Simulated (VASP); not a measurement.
Fe2O3:

```xyz
10
Lattice="2.5190 1.4543 4.5907 -2.5190 1.4543 4.5907 0.0000 -2.9087 4.5907" Properties=species:S:1:pos:R:3 pbc="T T T"
Fe    0.0000    0.0000    4.8932
Fe    0.0000    0.0000    1.9928
Fe    0.0000    0.0000    8.8788
Fe    0.0000    0.0000   11.7792
O    -0.9779    1.4543    8.0337
O    -0.7706   -1.5740    8.0337
O     1.7484    0.1197    8.0337
O     0.9779   -1.4543    5.7383
O     0.7706    1.5740    5.7383
O    -1.7484   -0.1197    5.7383
```

* Program: VASP 6.6.1
* Task: relaxation of cell and atoms
* Functional: LDA
* Potentials or basis: VASP PAW LDA potentials, release 64 (Fe, O)
* Cutoff: 600 eV
* k mesh: 9 × 9 × 9
* Occupations: methfessel-paxton, width 0.1 eV
* Spin: collinear spin, ferromagnetic start
* Starting moments: [4.0, 4.0, 4.0, 4.0, 0.0, 0.0, 0.0, 0.0, 0.0, 0.0] μB
* Hubbard terms: Fe d U = 5.3 eV

At the start: pressure -7.4 GPa; volume 10.09 Å³/atom.

Problem. How do energy, volume and symmetry change on relaxing?

Solution. Over 11 steps the energy falls by 13.0 meV/atom and the volume is 9.73 Å³/atom (-3.6 %); space group R-3c (No. 167, to 0.05 Å); moment 20.00 μB per cell.

The path:
```
step  energy change (eV)  largest force (eV/Å)  pressure (GPa)  volume (Å³)
   1              0.0000                0.4575           -7.44       100.91
   2             -0.0541                0.1432            7.79        94.22
   3             -0.1140                0.3088            0.95        96.94
   4             -0.1297                0.0362            0.26        97.18
   5             -0.1297                0.0324            0.27        97.19
   6             -0.1297                0.0349            0.17        97.20
   7             -0.1302                0.0157           -0.15        97.34
   8             -0.1302                0.0148           -0.24        97.36
   9             -0.1304                0.0108            0.06        97.27
  10             -0.1304                0.0106            0.08        97.26
  11             -0.1305                0.0048           -0.03        97.29
```

Final structure:
```
CELL_PARAMETERS angstrom
2.49665 1.44144 4.50582
-2.49665 1.44144 4.50582
0.00000 -2.88288 4.50582
ATOMIC_POSITIONS crystal
Fe 0.35291 0.35291 0.35291
Fe 0.14709 0.14709 0.14709
Fe 0.64709 0.64709 0.64709
Fe 0.85291 0.85291 0.85291
O 0.55443 0.94557 0.25000
O 0.25000 0.55443 0.94557
O 0.94557 0.25000 0.55443
O 0.44557 0.05443 0.75000
O 0.75000 0.44557 0.05443
O 0.05443 0.75000 0.44557
```

Caveat: only a ferromagnetic start was run, and an antiferromagnetic order may lie lower in energy.
